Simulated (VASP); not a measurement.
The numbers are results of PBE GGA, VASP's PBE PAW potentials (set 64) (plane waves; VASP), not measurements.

VASP ran on this input.

File POSCAR:
```
MoSi2
4.00350
 -0.4089171975   0.4089171975   1.0000000000
  0.4089171975  -0.4089171975   1.0000000000
  0.4089171975   0.4089171975  -1.0000000000
Si Mo
2 1
Direct
  0.6650000000   0.6650000000   0.0000000000
  0.3350000000   0.3350000000   0.0000000000
  0.0000000000   0.0000000000   0.0000000000
```

### KPOINTS
```
kpoints
0
gamma
  12 12 12
```

**INCAR**
```
SYSTEM=MoSi2
PREC=Accurate; ENCUT=520; LREAL=.FALSE.
LASPH=.TRUE.
EDIFF=1E-6; NELM=100; ALGO=Normal
LMAXMIX=4
ISMEAR=1; SIGMA=0.1
GGA=PE
ISIF=2
LWAVE=.FALSE.; LCHARG=.FALSE.
```

POTCAR, in this order: Si Mo_pv (PBE.64 set). Program: vasp_std.

Question: Predict the energy per atom (σ→0), pressure, largest force, band gap (on the k-mesh).

Answer: 
The energy per atom (σ→0) is -7.727 eV/atom and the band gap (on the k-mesh) is none (metal, semimetal or under 0.01 eV). The pressure comes out as -9.78 GPa and the largest force is 0.126 eV/Å.

**OSZICAR**
```
...
DAV:   8    -0.231832367270E+02    0.43401E-01   -0.14132E-01  5530   0.362E+00    0.394E-01
DAV:   9    -0.231826149037E+02    0.62182E-03   -0.29377E-03  5554   0.518E-01    0.249E-01
DAV:  10    -0.231825237260E+02    0.91178E-04   -0.84046E-04  5674   0.271E-01    0.588E-02
DAV:  11    -0.231824946476E+02    0.29078E-04   -0.23716E-04  5470   0.129E-01    0.247E-02
DAV:  12    -0.231824926251E+02    0.20225E-05   -0.16377E-05  5516   0.332E-02    0.824E-03
DAV:  13    -0.231824916154E+02    0.10097E-05   -0.89282E-07  3128   0.938E-03    0.128E-03
DAV:  14    -0.231824915525E+02    0.62930E-07   -0.88503E-08  2630   0.272E-03
   1 F= -.23182492E+02 E0= -.23182325E+02  d E =-.498310E-03
```

The compound is MoSi2 in the MoSi2 type structure. The cell was not relaxed at this level. The run is one of a series of settings (ENCUT = 520, POTCAR Si Mo_pv (PBE.64 set) against the base run), some of them coarse on purpose.
